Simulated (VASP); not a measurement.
VASP input:

**INCAR**
```
SYSTEM = SiW
PREC = Accurate
ENCUT = 400
EDIFF = 1E-6
NELM = 100
ALGO = Normal
LREAL = .FALSE.
LASPH = .TRUE.
ISMEAR = 1
SIGMA = 0.1
METAGGA = R2SCAN
LMIXTAU = .TRUE.
LMAXMIX = 6
LWAVE = .FALSE.
LCHARG = .FALSE.
IBRION = 2
ISIF = 3
NSW = 60
EDIFFG = -0.01
```

File POSCAR:
```
SiW
1.0
  3.0385310836   0.0000000000   0.0000000000
  0.0000000000   3.0385310836   0.0000000000
  0.0000000000   0.0000000000   3.0385310836
W Si
1 1
Cart
  0.0000000000   0.0000000000   0.0000000000
  1.5192655418   1.5192655418   1.5192655418
```

**KPOINTS**
```
Automatic mesh
0
Gamma
11 11 11
0 0 0
```

POTCAR, in this order: W_sv Si (PBE.64 set). Program: vasp_std.

Q: Write an equivalent input for Ansatz.

A: One equivalent input (not run):
Ansatz 0.2 input:
```yaml
crystal:
  lattice:
    - [3.0385311, 0.0000000, 0.0000000]
    - [0.0000000, 3.0385311, 0.0000000]
    - [0.0000000, 0.0000000, 3.0385311]
  atoms:
    - { symbol: W, position: [0.0000000, 0.0000000, 0.0000000] }
    - { symbol: Si, position: [0.5000000, 0.5000000, 0.5000000] }
kpoints:
  mp_grid: { grid: [11, 11, 11] }
hamiltonian:
  xc: r2scan
  pseudopotentials: { kind: paw }
scf:
  occupations: { method: methfessel_paxton, width: 0.1 }
  max_iter: 100
relax:
  max_steps: 60
  f_tol: 0.01
  cell: {}
output: { forces: true, stress: true, eigenvalues: true }
```
The two are equivalent in intent, not identical: each code has its own PAW files, so the cut-off isn't converted (ENCUT is set for VASP's; basis.ecutwfc is left out, and Ansatz then takes the one that its files recommend); Ansatz stops its SCF on the density residual and VASP on the energy change (EDIFF).

The structure was generated: SiW was put into the CsCl type (Pm-3m), which need not be its known phase. This run relaxes it. Symmetry was kept, so distortions that lower it aren't found. The start is the result of an earlier pass.
